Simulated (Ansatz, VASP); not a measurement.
## Cross-check of N between VASP and Ansatz

Wanted: the spread between two codes on one cell, functional and k mesh. The cell is taken from a series of runs on this material, whose earlier steps may have relaxed, scaled, displaced or heated it; both programs get it as it stands.

Program: Ansatz 0.2.0. Level of theory: plane waves, with VASP 6.6.1 beside it; zone-centre phonons at LDA. Results are calculated unless marked as measured.

## Step 1: Set-up

It takes space group P4_2/mnm (No. 136, tetragonal). Conventional cell: a = 3.715 Å, b = 3.715 Å, c = 4.960 Å, α = 90.00°, β = 90.00°, γ = 90.00°. N has 1 N at 1.09 Å nearest.

Coordinates:

```xyz
4
Lattice="3.7150 0.0000 0.0000 0.0000 3.7150 0.0000 0.0000 0.0000 4.9599" Properties=species:S:1:pos:R:3 pbc="T T T"
N     3.3283    3.3283    0.0000
N     2.2441    1.4709    2.4799
N     0.3866    0.3866    0.0000
N     1.4709    2.2441    2.4799
```

## Step 2: VASP: zone-centre phonons, LDA

Second derivatives magnify differences that forces hide, and they need a tight electronic threshold.

Lines of VASP's logs that name or quote its potential files are left out, and so is its time.

INCAR

```
SYSTEM = N
PREC = Accurate
ENCUT = 600
EDIFF = 1E-08
NELM = 120
ISMEAR = -1
SIGMA = 0.1
LREAL = .FALSE.
ALGO = Normal
GGA = CA
NELECT = 20.4
NBANDS = 16
LORBIT = 11
LWAVE = .FALSE.
LCHARG = .FALSE.
ISIF = 2
IBRION = 8
LASPH = .TRUE.
GGA_COMPAT = .FALSE.
KPAR = 2
```

POSCAR

```
N
1.0
    3.7149697150      0.0000000000      0.0000000000
    0.0000000000      3.7149697150      0.0000000000
    0.0000000000      0.0000000000      4.9598631909
N
4
Direct
    0.8959258176      0.8959258176      0.0000000000
    0.6040741824      0.3959258176      0.5000000000
    0.1040741824      0.1040741824      0.0000000000
    0.3959258176      0.6040741824      0.5000000000
```

KPOINTS

```
Automatic mesh
0
Gamma
10 10 8
0 0 0
```

Potentials, in the order of the species: N (LDA family, release 64).

The run is started by

```
mpirun -np 2 vasp_std
```

Numbers of over 12 decimals in the logs are rounded to 6 here.

Log:

```text
[banner, memory and clock lines left out]
running    2 mpi-ranks, on    1 nodes
 distrk:  each k-point on    1 cores,    2 groups
 distr:  one band on    1 cores,    1 groups

 POSCAR found type information on POSCAR N
 POSCAR found :  1 types and       4 ions
 LDA part: xc-table for (Slater(with rela. corr.)+CA(PZ))
 , standard interpolation
 POSCAR, INCAR and KPOINTS ok, starting setup
 FFT: planning ... GRIDC
 FFT: planning ... GRID_SOFT
 FFT: planning ... GRID
 WAVECAR not read
 entering main loop
       N       E                     dE             d eps       ncg     rms          rms(c)
DAV:   1     0.924560749258E+02    0.92456E+02   -0.10307E+04  3360   0.122E+03
DAV:   2    -0.316806067232E+02   -0.12414E+03   -0.12098E+03  4680   0.240E+02
DAV:   3    -0.370608027001E+02   -0.53802E+01   -0.53493E+01  3696   0.564E+01
DAV:   4    -0.370953654874E+02   -0.34563E-01   -0.34505E-01  4032   0.518E+00
DAV:   5    -0.370956696331E+02   -0.30415E-03   -0.30413E-03  3752   0.449E-01BRMIX: very serious problems
 the old and the new charge density differ
 old charge density:    20.00000 new   20.40000
BRMIX: very serious problems
 the old and the new charge density differ
 old charge density:    20.00000 new   20.40000
    0.115E+01
DAV:   6    -0.350595792584E+02    0.20361E+01   -0.33085E+00  3360   0.127E+01    0.633E+00
DAV:   7    -0.347148281625E+02    0.34475E+00   -0.10526E+00  4192   0.767E+00    0.214E+00
DAV:   8    -0.346994237346E+02    0.15404E-01   -0.48903E-02  3488   0.167E+00    0.212E-01
DAV:   9    -0.346995413045E+02   -0.11757E-03   -0.65159E-04  3920   0.212E-01    0.130E-01
DAV:  10    -0.346996121439E+02   -0.70839E-04   -0.64214E-05  3520   0.637E-02    0.227E-02
DAV:  11    -0.346996107937E+02    0.13502E-05   -0.21167E-06  4168   0.151E-02    0.446E-03
DAV:  12    -0.346996112970E+02   -0.50336E-06   -0.11542E-06  3656   0.804E-03    0.220E-03
DAV:  13    -0.346996112775E+02    0.19565E-07   -0.15974E-07  4104   0.335E-03    0.122E-03
DAV:  14    -0.346996112816E+02   -0.41050E-08   -0.87830E-09  2688   0.749E-04
   1 F= -.34699611E+02 E0= -.34678688E+02  d E =-.418471E-01
 Linear response reoptimize wavefunctions to high precision
DAV:   1    -0.346996112817E+02   -0.10618E-09   -0.64078E-10  2912   0.213E-04
DAV:   2    -0.346996112817E+02   -0.17508E-10   -0.48044E-11  1680   0.628E-05
 Linear response DOF=           2
 Linear response progress:
  Degree of freedom:   1/  2
       N       E                     dE             d eps       ncg     rms          rms(c)
RMM:   1    -0.300674054904E+00   -0.30067E+00   -0.31444E-01 19783   0.380E+00
RMM:   2    -0.232967141805E+00    0.67707E-01   -0.83656E-03 12914   0.801E-01    0.414E-01
RMM:   3    -0.231399295383E+00    0.15678E-02    0.47653E-03 13195   0.362E-01    0.220E-01
RMM:   4    -0.232624432921E+00   -0.12251E-02    0.20767E-03 13219   0.252E-01    0.687E-02
RMM:   5    -0.233241294289E+00   -0.61686E-03   -0.35618E-05 13996   0.412E-02    0.333E-02
RMM:   6    -0.233302098948E+00   -0.60805E-04   -0.20158E-04 13427   0.305E-02    0.569E-03
RMM:   7    -0.233287019030E+00    0.15080E-04   -0.35757E-06 13951   0.481E-03    0.307E-03
RMM:   8    -0.233276097161E+00    0.10922E-04   -0.61663E-07 13649   0.323E-03    0.684E-04
RMM:   9    -0.233276313226E+00   -0.21607E-06   -0.15747E-05 13862   0.130E-03    0.273E-04
RMM:  10    -0.233276525982E+00   -0.21276E-06    0.69412E-07 12943   0.334E-04    0.604E-05
RMM:  11    -0.233276352697E+00    0.17328E-06    0.11828E-06 14488   0.110E-04    0.211E-05
RMM:  12    -0.233276397110E+00   -0.44413E-07   -0.62564E-08 14195   0.253E-05    0.736E-06
RMM:  13    -0.233276396066E+00    0.10434E-08   -0.37568E-08 14806   0.750E-06    0.194E-06
 first order change of Fermi-energy   0.34406E+01
 force on displaced ion       1 direction 1 : -77.848 -78.889   0.000
 Linear response progress:
  Degree of freedom:   2/  2
       N       E                     dE             d eps       ncg     rms          rms(c)
RMM:   1    -0.223801864915E+00   -0.22380E+00    0.66295E-02 13800   0.303E+00
RMM:   2    -0.224999029851E+00   -0.11972E-02   -0.29959E-03 11152   0.419E-01    0.308E-01
RMM:   3    -0.225519873281E+00   -0.52084E-03   -0.55146E-04 10065   0.163E-01    0.157E-01
RMM:   4    -0.226625356311E+00   -0.11055E-02   -0.33867E-04 10981   0.129E-01    0.284E-02
RMM:   5    -0.226460438609E+00    0.16492E-03   -0.96429E-06 11807   0.205E-02    0.379E-03
RMM:   6    -0.226455078774E+00    0.53598E-05   -0.27235E-07 12482   0.312E-03    0.127E-03
RMM:   7    -0.226447860267E+00    0.72185E-05   -0.55631E-08 12405   0.108E-03    0.401E-04
RMM:   8    -0.226446367575E+00    0.14927E-05   -0.52495E-09 12276   0.217E-04    0.192E-04
RMM:   9    -0.226446644144E+00   -0.27657E-06    0.31870E-09 12151   0.163E-04    0.211E-05
RMM:  10    -0.226446695678E+00   -0.51534E-07    0.46147E-10 12554   0.274E-05    0.621E-06
RMM:  11    -0.226446718542E+00   -0.22864E-07    0.55644E-10 12089   0.672E-06    0.240E-06
RMM:  12    -0.226446727905E+00   -0.93628E-08    0.12537E-10 10427   0.260E-06    0.347E-07
 first order change of Fermi-energy  -0.29894E-06
 force on displaced ion       1 direction 3 :   0.007   0.007   2.841
 Linear response finished
```

From OUTCAR (step 2):

```text
NELECT = 20.4

 ion  position               nearest neighbor table
   1  0.896  0.896  0.000-   3 1.09
   2  0.604  0.396  0.500-   4 1.09
   3  0.104  0.104  0.000-   1 1.09
   4  0.396  0.604  0.500-   2 1.09

  LATTYP: Found a simple tetragonal cell.
 ALAT       =     3.7149697150
 C/A-ratio  =     1.3351019178

 Subroutine GETGRP returns: Found 16 space group operations
 (whereof  8 operations were pure point group operations)

The static configuration has the point symmetry D_2h.
 The point group associated with its full space group is D_4h.

 Found    105 irreducible k-points:

   k-points           NKPTS =    105   k-points in BZ     NKDIM =    105   number of bands    NBANDS=     16

   dimension x,y,z NGX =    30 NGY =   30 NGZ =   40
   dimension x,y,z NGXF=    60 NGYF=   60 NGZF=   80

   ENCUT  =  600.0 eV  44.10 Ry    6.64 a.u.   7.42  7.42  9.91*2*pi/ulx,y,z

 k-points in reciprocal lattice and weights: Automatic mesh
   0.00000000  0.00000000  0.00000000       0.001
   0.10000000  0.00000000  0.00000000       0.005
   0.20000000  0.00000000  0.00000000       0.005
   0.30000000  0.00000000  0.00000000       0.005
   0.40000000  0.00000000  0.00000000       0.005
   0.50000000  0.00000000  0.00000000       0.003
   0.10000000  0.10000000  0.00000000       0.005
   0.20000000  0.10000000  0.00000000       0.010
   0.30000000  0.10000000  0.00000000       0.010
[...]
0.50000000  0.40000000  0.50000000       0.005
   0.50000000  0.50000000  0.50000000       0.001

 average (electrostatic) potential at core
       1 -71.1689       2 -71.1689       3 -71.1689       4 -71.1689

  Total        5.1411978      5.1411978      1.1423819     -0.0000000      0.0000000      0.0000000
  in kB      120.3357429    120.3357429     26.7387840     -0.0000000      0.0000000      0.0000000
  external PRESSURE =      89.1367566 kB  Pullay stress =       0.0000000 kB

  energy-cutoff  :      600.00
  volume of cell :       68.45
      direct lattice vectors                 reciprocal lattice vectors
     3.714969715  0.000000000  0.000000000     0.269181198  0.000000000  0.000000000
     0.000000000  3.714969715  0.000000000     0.000000000  0.269181198  0.000000000
     0.000000000  0.000000000  4.959863191     0.000000000  0.000000000  0.201618464

 POSITION                                       TOTAL-FORCE (eV/Angst)
 -----------------------------------------------------------------------------------
      3.32834      3.32834      0.00000        -2.464456     -2.464456      0.000000
      2.24412      1.47085      2.47993         2.464456     -2.464456      0.000000
      0.38663      0.38663      0.00000         2.464456      2.464456     -0.000000
      1.47085      2.24412      2.47993        -2.464456      2.464456     -0.000000
 -----------------------------------------------------------------------------------
    total drift:                                0.000000      0.000000     -0.000000

 Eigenvectors and eigenvalues of the dynamical matrix
 ----------------------------------------------------

   1 f  =   76.279776 THz   479.279967 2PiTHz 2544.419442 cm-1   315.467663 meV
             X         Y         Z           dx          dy          dz
      3.328337  3.328337  0.000000     0.353553    0.353553    0.000000
      2.244117  1.470852  2.479932    -0.353553    0.353553   -0.000000
      0.386632  0.386632  0.000000    -0.353553   -0.353553    0.000000
      1.470852  2.244117  2.479932     0.353553   -0.353553   -0.000000

   2 f  =   71.555847 THz   449.598644 2PiTHz 2386.846121 cm-1   295.931070 meV
             X         Y         Z           dx          dy          dz
      3.328337  3.328337  0.000000     0.353553    0.353553   -0.000000
      2.244117  1.470852  2.479932     0.353553   -0.353553    0.000000
      0.386632  0.386632  0.000000    -0.353553   -0.353553   -0.000000
      1.470852  2.244117  2.479932    -0.353553    0.353553    0.000000

   3 f  =    2.090319 THz    13.133863 2PiTHz   69.725545 cm-1     8.644862 meV
             X         Y         Z           dx          dy          dz
      3.328337  3.328337  0.000000    -0.097029    0.468134    0.000000
      2.244117  1.470852  2.479932     0.175644   -0.490495   -0.000000
      0.386632  0.386632  0.000000    -0.097029    0.468134    0.000000
      1.470852  2.244117  2.479932     0.175644   -0.490495   -0.000000

   4 f  =    2.090319 THz    13.133863 2PiTHz   69.725545 cm-1     8.644862 meV
             X         Y         Z           dx          dy          dz
      3.328337  3.328337  0.000000    -0.490495   -0.175644    0.000000
      2.244117  1.470852  2.479932     0.468134    0.097029    0.000000
      0.386632  0.386632  0.000000    -0.490495   -0.175644    0.000000
      1.470852  2.244117  2.479932     0.468134    0.097029    0.000000

   5 f  =    1.231056 THz     7.734955 2PiTHz   41.063618 cm-1     5.091238 meV
             X         Y         Z           dx          dy          dz
      3.328337  3.328337  0.000000     0.000000   -0.000000    0.500000
      2.244117  1.470852  2.479932    -0.000000   -0.000000   -0.500000
      0.386632  0.386632  0.000000     0.000000   -0.000000    0.500000
      1.470852  2.244117  2.479932    -0.000000   -0.000000   -0.500000

   6 f/i=    0.000002 THz     0.000009 2PiTHz    0.000050 cm-1     0.000006 meV
             X         Y         Z           dx          dy          dz
      3.328337  3.328337  0.000000     0.000000   -0.000000    0.500000
      2.244117  1.470852  2.479932     0.000000   -0.000000    0.500000
      0.386632  0.386632  0.000000     0.000000   -0.000000    0.500000
      1.470852  2.244117  2.479932     0.000000   -0.000000    0.500000

   7 f/i=    0.171423 THz     1.077085 2PiTHz    5.718069 cm-1     0.708950 meV
             X         Y         Z           dx          dy          dz
      3.328337  3.328337  0.000000     0.279203   -0.454730   -0.000000
      2.244117  1.470852  2.479932     0.207896   -0.414784   -0.000000
      0.386632  0.386632  0.000000     0.279203   -0.454730   -0.000000
      1.470852  2.244117  2.479932     0.207896   -0.414784   -0.000000

   8 f/i=    0.171423 THz     1.077085 2PiTHz    5.718069 cm-1     0.708950 meV
             X         Y         Z           dx          dy          dz
      3.328337  3.328337  0.000000     0.414784    0.207896   -0.000000
      2.244117  1.470852  2.479932     0.454730    0.279203   -0.000000
      0.386632  0.386632  0.000000     0.414784    0.207896   -0.000000
      1.470852  2.244117  2.479932     0.454730    0.279203   -0.000000

   9 f/i=    6.054789 THz    38.043361 2PiTHz  201.966021 cm-1    25.040584 meV
             X         Y         Z           dx          dy          dz
      3.328337  3.328337  0.000000     0.353553   -0.353553    0.000000
      2.244117  1.470852  2.479932     0.353553    0.353553    0.000000
      0.386632  0.386632  0.000000    -0.353553    0.353553    0.000000
      1.470852  2.244117  2.479932    -0.353553   -0.353553    0.000000

  10 f/i=    6.298307 THz    39.573427 2PiTHz  210.088893 cm-1    26.047691 meV
             X         Y         Z           dx          dy          dz
      3.328337  3.328337  0.000000     0.353553   -0.353553   -0.000000
      2.244117  1.470852  2.479932    -0.353553   -0.353553   -0.000000
      0.386632  0.386632  0.000000    -0.353553    0.353553   -0.000000
      1.470852  2.244117  2.479932     0.353553    0.353553   -0.000000

  11 f/i=    9.997098 THz    62.813621 2PiTHz  333.467304 cm-1    41.344658 meV
             X         Y         Z           dx          dy          dz
      3.328337  3.328337  0.000000     0.000000    0.000000    0.000000
      2.244117  1.470852  2.479932    -0.000000    0.000000   -0.707107
      0.386632  0.386632  0.000000    -0.000000    0.000000    0.000000
      1.470852  2.244117  2.479932     0.000000    0.000000    0.707107

  12 f/i=    9.997098 THz    62.813621 2PiTHz  333.467304 cm-1    41.344658 meV
             X         Y         Z           dx          dy          dz
      3.328337  3.328337  0.000000     0.000000   -0.000000   -0.707107
      2.244117  1.470852  2.479932     0.000000    0.000000    0.000000
      0.386632  0.386632  0.000000    -0.000000   -0.000000    0.707107
      1.470852  2.244117  2.479932     0.000000    0.000000   -0.000000

 ELASTIC MODULI CONTR FROM IONIC RELAXATION (kBar)
 Direction    XX          YY          ZZ          XY          YZ          ZX
 --------------------------------------------------------------------------------
 XX       -2241.2491  -2241.2491     23.7433      0.0000      0.0000      0.0000
 YY       -2241.2491  -2241.2491     23.7433     -0.0000      0.0000      0.0000
 ZZ          23.7433     23.7433     -0.2515      0.0000     -0.0000     -0.0000
 XY          -0.0000     -0.0000      0.0000  -1865.8471      0.0000     -0.0000
 YZ           0.0000      0.0000     -0.0000      0.0000      0.0000      0.0000
 ZX           0.0000      0.0000     -0.0000     -0.0000      0.0000     -0.0000
 --------------------------------------------------------------------------------
```

The cell is charged against a uniform background.

(Part 1 of 2 ends here.)

[Lines on the potential files, build, host, timing and source positions are cut from VASP's logs without a mark.]

[Logs are printed without paths, hosts, clocks, repeated set-up lines and the standing remarks that a program may print on its own settings, such as how far it seeks lower states.]

[Hosts, paths, dates, database ids (printed as entryN), source tags and the programs' standing remarks are cut or masked in the printed files.]
